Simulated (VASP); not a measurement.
A run of VASP 6.6.1 is set up as follows.

Contents of INCAR:

```
SYSTEM = Si2WC3
PREC = Accurate
ENCUT = 520
EDIFF = 1E-6
ISMEAR = 0
SIGMA = 0.03
LREAL = .False.
LASPH = .True.
NELM = 60
ALGO = Normal
ISIF = 2
LWAVE = .False.
LCHARG = .True.
GGA = PS
LVHAR = .True.
KPAR = 4
```

File KPOINTS:

```
regular mesh
0
Gamma
  10 10 4
  0 0 0
```

File POSCAR:

```
Si2WC3
1.0
    3.0146260000      0.0000000000      0.0000000000
   -1.5073130000      2.6107430000      0.0000000000
    0.0000000000      0.0000000000      8.0921400000
Si W C
2 1 3
Direct
    0.0000000000      0.0000000000      0.8979010000
    0.3333330000      0.6666670000      0.5832590000
    0.0000000000      0.0000000000      0.2031560000
    0.3333330000      0.6666670000      0.0027220000
    0.0000000000      0.0000000000      0.6705840000
    0.3333330000      0.6666670000      0.3573680000
```

Potentials or basis: VASP PAW PBE potentials, release 64 (Si, W_sv, C).

Run with:

```console
$ cat potpaw_PBE.64/Si/POTCAR potpaw_PBE.64/W_sv/POTCAR potpaw_PBE.64/C/POTCAR > POTCAR
$ mpirun -np 4 vasp_std > vasp.out
```

(1) Estimate the band gap on the k mesh.

(2) What does it give for the largest force?

Answers

(1) 0.79 eV, indirect (least direct gap 1.46 eV).

(2) 0.246 eV/Å.

Caveat: the PAW data sets were made with another functional, which shifts forces and pressure a little; spin-orbit coupling is left out, which moves the levels of the heavy elements.
